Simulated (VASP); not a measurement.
**BiTe: relaxation of cell and atoms with PBE**

Crystal: BiTe.

```
Bi Te
1.0
     0.00000    3.23500    3.23500
     3.23500    0.00000    3.23500
     3.23500    3.23500    0.00000
Bi Te
1 1
Direct
  0.00000 0.00000 0.00000
  0.50000 0.50000 0.50000
```

```yaml
Program: VASP 6.6.1
Task: relaxation of cell and atoms
Functional: PBE
Potentials_or_basis: VASP PAW PBE potentials, release 64 (Bi_d, Te)
Cutoff: 600 eV
k_mesh: 7 × 7 × 7
Occupations: fermi-dirac, width 0.05 eV
Spin: no spin polarisation
Target_pressure: 10 GPa
Further_INCAR_settings: ALGO = Normal; EDIFF = 1e-06; IBRION = 2; EDIFFG = -0.01; NSW = 60; ISIF = 3
Target_pressure: 10 GPa
```

```json
{"Relaxed volume": "29.62 Å³/atom", "Relaxed cell": "a = 4.376 Å, b = 4.376 Å, c = 4.376 Å, α = 60.00°, β = 60.00°, γ = 60.00°", "Space group after relaxing (to 0.05 Å)": "Fm-3m (No. 225)", "Energy change on relaxing (the enthalpy is what falls)": "+129.7 meV/atom", "Ionic steps": "4", "Pressure after relaxing": "9.9 GPa", "Band gap on the k mesh": "none (metal or under the smearing width)"}
```

Step by step:
```csv
step,energy change (eV),largest force (eV/Å),pressure (GPa),volume (Å³)
1,0.0000,0.0000,0.89,67.71
2,1.2541,0.0000,29.22,50.54
3,0.2462,0.0000,9.62,59.46
4,0.2594,0.0000,9.95,59.24
```

Final structure:
```yaml
crystal:
  lattice:
    - [0.00000, 3.09413, 3.09413]
    - [3.09413, 0.00000, 3.09413]
    - [3.09413, 3.09413, 0.00000]
  atoms:
    - { symbol: Bi, position: [0.00000, 0.00000, 0.00000] }
    - { symbol: Te, position: [0.50000, 0.50000, 0.50000] }
```

Levels at points of the mesh, in eV from the Fermi level:
| k point | band 8 | band 9 | band 10 | band 11 | band 12 | band 13 |
| --- | --- | --- | --- | --- | --- | --- |
| (0.00, 0.00, 0.00) | -3.01 | -3.01 | -3.01 | 2.35 | 2.35 | 2.35 |

Run time: 90 s on 1 thread of AMD EPYC 7R43 64-Core Processor (Zen 3) (shared host), peak memory 0.22 GiB.

Caveat: the cell is relaxed towards a set pressure, so the enthalpy falls and the energy may rise; spin-orbit coupling is left out, which moves the levels of the heavy elements.
